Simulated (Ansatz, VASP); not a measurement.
# TlSn in VASP and in Ansatz

INCAR

```
SYSTEM = TlSn
ALGO = Normal
EDIFF = 1E-8
ENCUT = 520
GGA = CA
ISIF = 2
ISMEAR = -1
LASPH = .True.
LCHARG = .False.
LEFG = .True.
LREAL = .False.
LWAVE = .False.
NBANDS = 20
NELM = 80
PREC = Accurate
SIGMA = 0.08
```

Contents of KPOINTS:

```
k-points
0
Gamma
  9 9 8
  0 0 0
```

The input POSCAR:

```
TlSn
1.0
    3.6147298654      0.0000000000      0.0000000000
    0.0000000000      3.6147298654      0.0000000000
    0.0000000000      0.0000000000      4.4187500000
Tl Sn
1 1
Direct
    0.0000000000      0.0000000000      0.0000000000
    0.5000000000      0.5000000000      0.5000000000
```

Input for Ansatz:

```yaml
crystal:
  lattice:
    - [3.6147298654, 0.0, 0.0]
    - [0.0, 3.6147298654, 0.0]
    - [0.0, 0.0, 4.41875]
  atoms:
    - { symbol: Tl, position: [0.0, 0.0, 0.0] }
    - { symbol: Sn, position: [0.5, 0.5, 0.5] }
kpoints:
  mp_grid: { grid: [9, 9, 8] }
scf:
  occupations: { method: fermi_dirac, width: 0.08 }
hamiltonian:
  xc: lda
  pseudopotentials: { kind: all_electron, datasets: crystal }
output:
  forces: true
  stress: true
  eigenvalues: true
  efg: { contact_densities: true }
```

Change from the starting cell: zz strain of +1 %, crystal datasets.

Alike in both runs: task electric field gradients; functional LDA; k mesh 9 × 9 × 8; occupations fermi-dirac, width 0.08 eV; no spin polarisation.

```csv
,VASP,Ansatz
version,VASP 6.6.1,Ansatz 0.2.0
potentials or method,"VASP PAW LDA potentials, release 64 (Tl_d, Sn_d)","all-electron PAW with datasets made for the crystal, scalar-relativistic"
plane-wave cutoff (eV),520,see its input
```

```csv
,VASP,Ansatz,Ansatz less VASP
pressure (GPa),-3.6,-3.6,-0.01
largest component of the traceless stress (GPa),0.45,0.45,0.000
Vzz of the field gradient on the site that differs most (V/Å²),-61.8,-63.5,-1.73
```

Ansatz ran all-electron here, so the differences hold the error of VASP's frozen core and of both bases. Ansatz warned: «gradients_without_spin_orbit».

Spin-orbit coupling is left out, which matters for the levels of Tl.
